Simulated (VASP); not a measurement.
## Lattice constant a of diamond and zinc-blende semiconductors: measurement against PBEsol

Computed values from VASP (plane waves, PAW); cells keep the symmetry of their structure type. Static lattice, each level at its own minimum.

Here x stands for PBEsol a and y for measured a.

```
solid  PBEsol a (Å)  measured a (Å)  cut-off (eV)  basis of the measured value
-----  ------------  --------------  ------------  ---------------------------
SiC           4.359               ?           520    0 K, zero-point corrected
BP            4.522           4.525           520    0 K, zero-point corrected
GaP           5.438           5.439           520    0 K, zero-point corrected
GaAs          5.663           5.640           520    0 K, zero-point corrected
Ge            5.674           5.644           520    0 K, zero-point corrected
InSb          6.521           6.468           520    0 K, zero-point corrected
Sn            6.539           6.477           520    0 K, zero-point corrected
```

The 6 complete rows are fitted with a straight line, y against x. With u = x - 5.7, the rows have u = -1.1780, -0.2620, -0.0370, -0.0260, 0.8210, 0.8390. Means: u 0.026167, y 5.6988. About the means, the sum of products is 2.7388 and the sum of squares of u is 2.8322; the slope is their ratio. Least squares gives y = 5.6735 + 0.96702·u. Residuals (row less fit): -0.0094, 0.0189, 0.0023, -0.0044, 0.0006, -0.0078; standard error 0.0115 (degrees of freedom: 4). The slope is 0.967 with a standard error of 0.0068. Before the fit, PBEsol less measured has mean 0.0273, mean absolute 0.0287 and median absolute 0.0265 Å over these 6 rows.

Question: Predict the withheld y at x = 4.359 from the fit, and compare with measurement.

Answer: u = -1.3410, so y = 5.6735 + 0.96702 × (-1.3410) = 4.3767 Å. The measured value is 4.346 Å, 0.0307 Å below the prediction (1.4 % of the range of y in the table). The row lies outside the fitted rows, so this is an extrapolation. From the scatter of the fitted rows alone, a prediction at this place has a standard error of 0.0155 Å, so the miss is 2.0 times that.

Plain PBEsol misses this row by 0.013 Å. Sn is here grey tin, stable below 13 °C. The rows are a random draw of 7 from the 13 solids that have both values on this basis (zero-point corrected by the source), of 27 computed in this series. Not drawn: V to Ni and open 4f shells, rows kept for tests, unfit runs, cells that left their space group, values derived or compiled from fits, values whose temperature is given only as extrapolated, encyclopaedia, home-page and unnamed sources, sources from 2025 on. Measured values as quoted by these papers, many of them computational: SiC Daniel Mejia-Rodriguez et al., Physical Review B (2018), arXiv:1807.09216; BP Daniel Mejia-Rodriguez et al., Physical Review B (2018), arXiv:1807.09216; GaP Daniel Mejia-Rodriguez et al., Physical Review B (2018), arXiv:1807.09216; GaAs Daniel Mejia-Rodriguez et al., Physical Review B (2018), arXiv:1807.09216; Ge Daniel Mejia-Rodriguez et al., Physical Review B (2018), arXiv:1807.09216; InSb Daniel Mejia-Rodriguez et al., Physical Review B (2018), arXiv:1807.09216; Sn Daniel Mejia-Rodriguez et al., Physical Review B (2018), arXiv:1807.09216.
